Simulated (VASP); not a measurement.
# Li4GeN2 (I422) in VASP: further runs

One crystal, Li4GeN2, is run at these levels: PBE; tasks: relaxation of cell and atoms.

Program: VASP 6.6.1. These are calculated values, not measurements. Logs are shortened: lines on timing, memory, paths and dates and some standing lists are left out, and cuts for length are marked.

**1. The crystal as given**

Symmetry: I422, No. 97, tetragonal system. The conventional cell has a = 6.459 Å, b = 6.459 Å, c = 5.002 Å, α = 90.00°, β = 90.00°, γ = 90.00°. Li (site symmetry 2) is surrounded by 2 N at 1.96 Å. Ge (site symmetry 422) is surrounded by 8 Li at 2.72 Å. N (site symmetry 222) is surrounded by 4 Li at 1.96 Å.

The cell was built by a generator and needn't be a form met in nature.

**2. Relaxation of cell and atoms, PBE**

The input, INCAR:

```
SYSTEM = Li4GeN2
  PREC = Normal
  ENCUT = 520
  EDIFF = 1E-4
  ISMEAR = 0
  SIGMA = 0.15
  LREAL = .False.
  LASPH = .True.
  NELM = 60
  ALGO = Fast
  ISIF = 3
  LWAVE = .False.
  LCHARG = .False.
  GGA = PE
  IBRION = 2
  NSW = 24
  EDIFFG = -0.08
  KPAR = 2
```

The input, KPOINTS:

```
Automatic mesh
0
Gamma
  4 4 4
  0 0 0
```

The input, POSCAR:

```
Li4GeN2
1.0
   -3.2296154800      3.2296154800      2.5012294400
    3.2296154800     -3.2296154800      2.5012294400
    3.2296154800      3.2296154800     -2.5012294400
Li Ge N
4 1 2
Direct
    0.0850016000      0.9149984000      0.5000000000
    0.5850016000      0.0850016000      0.1700032000
    0.9149984000      0.4149984000      0.8299968000
    0.4149984000      0.5850016000      0.5000000000
    0.0000000000      0.0000000000      0.0000000000
    0.0000000000      0.5000000000      0.5000000000
    0.5000000000      0.0000000000      0.5000000000
```

Potentials or basis: VASP PAW PBE potentials, release 64 (Li_sv, Ge_d, N).

Launch:

```sh
$ cat potpaw_PBE.64/Li_sv/POTCAR potpaw_PBE.64/Ge_d/POTCAR potpaw_PBE.64/N/POTCAR > POTCAR
$ mpirun -np 2 vasp_std > vasp.out
```

OUTCAR:

```text
SYSTEM = Li4GeN2
   PREC = Normal
   ENCUT = 520
   EDIFF = 1E-4
   ISMEAR = 0
   LREAL = .False.
   LASPH = .True.
   NELM = 60
   ISIF = 3
   GGA = PE
   IBRION = 2
   NSW = 24
   EDIFFG = -0.08

 ion  position               nearest neighbor table
   1  0.085  0.915  0.500-   6 1.96   7 1.96   5 2.72   5 2.72
   2  0.585  0.085  0.170-   6 1.96   7 1.96   5 2.72   5 2.72
   3  0.915  0.415  0.830-   6 1.96   7 1.96   5 2.72   5 2.72
   4  0.415  0.585  0.500-   6 1.96   7 1.96   5 2.72   5 2.72
   5  0.000  0.000  0.000-   2 2.72   1 2.72   2 2.72   3 2.72   1 2.72   3 2.72   4 2.72   4 2.72

   6  0.000  0.500  0.500-   1 1.96   2 1.96   3 1.96   4 1.96
   7  0.500  0.000  0.500-   1 1.96   2 1.96   3 1.96   4 1.96

  LATTYP: Found a body centered tetragonal cell.
 ALAT       =     6.4592309600
 C/A-ratio  =     0.7744666371

  Lattice vectors:

 A1 = (  -3.2296154800,   3.2296154800,   2.5012294400)
 A2 = (   3.2296154800,  -3.2296154800,   2.5012294400)
 A3 = (   3.2296154800,   3.2296154800,  -2.5012294400)

Analysis of symmetry for initial positions (statically):
=====================================================================
 Subroutine PRICEL returns:
 Original cell was already a primitive cell.

 Routine SETGRP: Setting up the symmetry group for a
 body centered tetragonal supercell.

 Subroutine GETGRP returns: Found  8 space group operations
 (whereof  8 operations were pure point group operations)
 out of a pool of 16 trial point group operations.

The static configuration has the point symmetry D_4 .

Analysis of symmetry for dynamics (positions and initial velocities):
=====================================================================
 Subroutine PRICEL returns:
 Original cell was already a primitive cell.

 Routine SETGRP: Setting up the symmetry group for a
 body centered tetragonal supercell.

 Subroutine GETGRP returns: Found  8 space group operations
 (whereof  8 operations were pure point group operations)
 out of a pool of 16 trial point group operations.

The dynamic configuration has the point symmetry D_4 .

 Subroutine INISYM returns: Found  8 space group operations
 (whereof  8 operations are pure point group operations),
 and found     1 'primitive' translations

----------------------------------------------------------------------------------------

                                     Primitive cell

  volume of cell :     104.3555

  direct lattice vectors                    reciprocal lattice vectors
    -3.229615480  3.229615480  2.501229440     0.000000000  0.154817192  0.199901693
     3.229615480 -3.229615480  2.501229440     0.154817192  0.000000000  0.199901693
     3.229615480  3.229615480 -2.501229440     0.154817192  0.154817192  0.000000000

[... 69 lines left out ...]
   NGX,Y,Z   is equivalent  to a cutoff of   9.58,  9.58,  9.58 a.u.
   NGXF,Y,Z  is equivalent  to a cutoff of  19.15, 19.15, 19.15 a.u.
 SYSTEM =  Li4GeN2
   PREC   = normal    normal or accurate (medium, high low for compatibility)
   ISTART =      0    job   : 0-new  1-cont  2-samecut
   ICHARG =      2    charge: 1-file 2-atom 10-const
   ISPIN  =      1    spin polarized calculation?
   LNONCOLLINEAR =      F non collinear calculations
   LSORBIT =      F    spin-orbit coupling
   LASPH  =      T    aspherical Exc in radial PAW
   ENCUT  =  520.0 eV  38.22 Ry    6.18 a.u.   9.68  9.68  9.68*2*pi/ulx,y,z
   NELM   =     60;   NELMIN=  2; NELMDL= -5     # of ELM steps
   EDIFF  = 0.1E-03   stopping-criterion for ELM
   LREAL  =      F    real-space projection
   EDIFFG = -.8E-01   stopping-criterion for IOM
   NSW    =     24    number of steps for IOM
   IBRION =      2    ionic relax: 0-MD 1-quasi-New 2-CG
   NFREE  =      1    steps in history (QN), initial steepest desc. (CG)
   ISIF   =      3    stress and relaxation
   ISYM   =      2    0-nonsym 1-usesym 2-fastsym
   POTIM  = 0.5000    time-step for ionic-motion
   TEBEG  =    0.0;   TEEND  =   0.0 temperature during run
   PSTRESS=    0.0 pullay stress
   NELECT =      36.0000    total number of electrons
   NUPDOWN=      -1.0000    fix difference up-down
   EMIN   =  10.00;   EMAX   =-10.00  energy-range for DOS
   EFERMI =   0.00;   METHOD = LEGACY
   ISMEAR =     0;   SIGMA  =   0.15  broadening in eV -4-tet -1-fermi 0-gaus
   EFERMI_NEDOS =   21; number of points for ismear=-14 and -15
   IALGO  =     68    algorithm
   IMIX   =      4    mixing-type and parameters
     AMIX     =   0.40;   BMIX     =  1.00
     AMIX_MAG =   1.60;   BMIX_MAG =  1.00
  volume/ion in A,a.u.               =      14.91       100.60
  Fermi-wavevector in a.u.,A,eV,Ry     =   1.148164  2.169715 17.936298  1.318281
  Thomas-Fermi vector in A             =   2.284840
   LORBIT       =      0    0 simple, 1 ext, 2 COOP (PROOUT), +10 PAW based schemes
   GGA     = PE    functional components
   LHFCALC =     F    Hartree Fock is set to
   AEXX    =    0.0000 exact exchange contribution
   IVDW    =     0    specifies the selected vdW correction
   LEPSILON=     F    determine dielectric tensor
   LRPA    =     F    only Hartree local field effects (RPA)
 conjugate gradient relaxation of ions
 non-spin polarized calculation
 RMM-DIIS sequential band-by-band and
 Gauss-broadening in eV      SIGMA  =   0.15
  energy-cutoff  :      520.00
  volume of cell :      104.36
 maximum number of plane-waves:      2833
   NGX = 19   NGY = 19   NGZ = 19

--------------------------------------- Ionic step        1  -------------------------------------------

 number of electron      36.0000008 magnetization

 Free energy of the ion-electron system (eV)
  ---------------------------------------------------
  ext. energy  EPLUGINS =         0.00000000
  ---------------------------------------------------
  free energy    TOTEN  =       -25.54235064 eV

  energy without entropy =      -25.49897416  energy(sigma->0) =      -25.52066240

 E-fermi :   1.2502     XC(G=0):  -8.5610

 val. band max:        1.2132807688   @ k =   0.2500   0.2500   0.0000
 cond. band min:       1.2531107225   @ k =  -0.2500   0.5000   0.2500
 fundamental gap:      0.0398299537
 Fermi energy:         1.2501657898
[... 774 lines left out ...]
     21       9.7449      0.00000
     22       9.7489      0.00000

[... ionic steps 4 to 16 ...]

--------------------------------------- Ionic step       17  -------------------------------------------

 number of electron      36.0000018 magnetization

------------------------ aborting loop because EDIFF is reached ----------------------------------------
[... 77 lines left out ...]
--------------------------------------- Ionic step       19  -------------------------------------------

 number of electron      36.0000004 magnetization

 Free energy of the ion-electron system (eV)
  ---------------------------------------------------
  ext. energy  EPLUGINS =         0.00000000
  ---------------------------------------------------
  free energy    TOTEN  =       -27.15245477 eV

  energy without entropy =      -27.11767483  energy(sigma->0) =      -27.13506480

 E-fermi :   3.4561     XC(G=0):  -9.9612

 val. band max:        3.3908777847   @ k =  -0.2500   0.2500   0.2500
 cond. band min:       3.4621476452   @ k =   0.5000   0.5000   0.2500
 fundamental gap:      0.0712698605
 Fermi energy:         3.4560928643
[... 357 lines left out ...]
  FREE ENERGIE OF THE ION-ELECTRON SYSTEM (eV)
  ---------------------------------------------------
  free  energy   TOTEN  =       -27.1524547666 eV

  energy  without entropy=      -27.1176748269  energy(sigma->0) =      -27.13506480

 reached required accuracy - stopping structural energy minimisation
```

OSZICAR:

```text
N       E                     dE             d eps       ncg     rms          rms(c)
DAV:   1     0.300508387375E+03    0.30051E+03   -0.17932E+04   626   0.252E+03
DAV:   2     0.272563412461E+02   -0.27325E+03   -0.26475E+03   638   0.656E+02
DAV:   3    -0.235477649921E+02   -0.50804E+02   -0.48851E+02   746   0.169E+02
[... 512 lines left out ...]
RMM:   2    -0.271520654100E+02   -0.16706E-02   -0.46313E-02   836   0.196E+00    0.263E-01
RMM:   3    -0.271517953760E+02    0.27003E-03   -0.10543E-02   838   0.983E-01    0.405E-02
RMM:   4    -0.271522047405E+02   -0.40936E-03   -0.39300E-03   790   0.530E-01    0.354E-02
RMM:   5    -0.271523771542E+02   -0.17241E-03   -0.16185E-03   680   0.346E-01    0.282E-02
RMM:   6    -0.271524547666E+02   -0.77612E-04   -0.84478E-04   600   0.280E-01
  19 F= -.27152455E+02 E0= -.27135065E+02  d E =-.691811E-02
```

CONTCAR:

```text
Li4GeN2
   1.00000000000000
    -2.3871459309143575    2.3871459309143575    3.2346190563874919
     2.3871459309143575   -2.3871459309143575    3.2346190563874919
     2.3871459309143575    2.3871459309143575   -3.2346190563874919
  Li              Ge              N
     4     1     2
Direct
     0.0721387376420358    0.9278612623579642    0.5000000000000000
     0.5721387376420358    0.0721387376420358    0.1442774752840716
     0.9278612623579642    0.4278612623579641    0.8557225247159284
     0.4278612623579641    0.5721387376420358    0.5000000000000000
     0.0000000000000000    0.0000000000000000    0.0000000000000000
     0.0000000000000000    0.5000000000000000    0.5000000000000000
     0.5000000000000000    0.0000000000000000    0.5000000000000000

  0.00000000E+00  0.00000000E+00  0.00000000E+00
  0.00000000E+00  0.00000000E+00  0.00000000E+00
  0.00000000E+00  0.00000000E+00  0.00000000E+00
  0.00000000E+00  0.00000000E+00  0.00000000E+00
  0.00000000E+00  0.00000000E+00  0.00000000E+00
  0.00000000E+00  0.00000000E+00  0.00000000E+00
  0.00000000E+00  0.00000000E+00  0.00000000E+00
```

It took 4.1 min on 2 MPI ranks of Intel Xeon 6975P-C (Granite Rapids), shared host; peak memory 0.19 GiB.

The run converged, but some of its settings lie outside the range that counts as converged, so its numbers aren't taken as properties of the crystal.

What came out:

- Free energy: -27.1525 eV
- Relaxed volume: 10.53 Å³/atom
- Relaxed cell: a = 4.675 Å, b = 4.675 Å, c = 4.675 Å, α = 118.60°, β = 118.60°, γ = 92.45°
- Space group after relaxing (to 0.05 Å): I422 (No. 97)
- Energy gained by relaxing: 230.0 meV/atom
- Ionic steps: 19
- Largest force after relaxing: 0.039 eV/Å
- Band gap on the k mesh: none (metal or under the smearing width)

Caveat: the k mesh is coarse (spacing up to 0.40 Å⁻¹), so the values aren't converged; the cutoff is under 1.25 times the usual one of these potentials, so pressure, stress and relaxed cells hold a basis-set (Pulay) error; the volume moved by over 15 % at a fixed basis, so the end points are rough; the relaxation stopped at a loose force limit of 0.08 eV/Å, so its end isn't a converged minimum.

**3. Relaxation of cell and atoms, PBE**

This run uses another cell than the first one, of 14.85 Å³/atom, 0.996 times its volume.

INCAR is that of step 2.

The input, KPOINTS:

```
Automatic mesh
0
Gamma
  4 4 3
  0 0 0
```

The input, POSCAR:

```
Li4GeN2
1.0
    4.7448437300      0.0000000000      0.0000000000
   -2.3724218700      4.1091552100      0.0000000000
    0.0000000000      0.0000000000      5.3321228100
Li Ge N
4 1 2
Direct
    0.5304776200      0.0000000000      0.5000000000
    0.0000000000      0.5304776200      0.5000000000
    0.4695223800      0.4695223800      0.5000000000
    0.0000000000      0.0000000000      0.5000000000
    0.0000000000      0.0000000000      0.0000000000
    0.3333333300      0.6666666700      0.0000000000
    0.6666666700      0.3333333300      0.0000000000
```

Potentials or basis: VASP PAW PBE potentials, release 64 (Li_sv, Ge_d, N).

Launch:

```sh
$ cat potpaw_PBE.64/Li_sv/POTCAR potpaw_PBE.64/Ge_d/POTCAR potpaw_PBE.64/N/POTCAR > POTCAR
$ mpirun -np 2 vasp_std > vasp.out
```

Wall time 2.2 min (2 MPI ranks of Intel Xeon 6975P-C (Granite Rapids), shared host); peak memory 0.16 GiB.

These settings aren't checked as converged: the numbers below hold their error.

Results:

| Item | Value |
| --- | --- |
| Free energy | -22.7273 eV |
| Relaxed volume | 11.99 Å³/atom |
| Relaxed cell | a = 4.926 Å, b = 4.926 Å, c = 3.993 Å, α = 90.00°, β = 90.00°, γ = 120.00° |
| Space group after relaxing (to 0.05 Å) | P6/mmm (No. 191) |
| Energy gained by relaxing | 575.6 meV/atom |
| Ionic steps | 13 |
| Largest force after relaxing | 0.064 eV/Å |
| Band gap on the k mesh | 0.30 eV, indirect (least direct gap 0.47 eV) |

Caveat: the cutoff is under 1.25 times the usual one of these potentials, so pressure, stress and relaxed cells hold a basis-set (Pulay) error; the volume moved by over 15 % at a fixed basis, so the end points are rough; an odd mesh through Γ misses points on the zone boundary, where band edges often lie; the relaxation stopped at a loose force limit of 0.08 eV/Å, so its end isn't a converged minimum.

(Continued in part 2 of 2.)
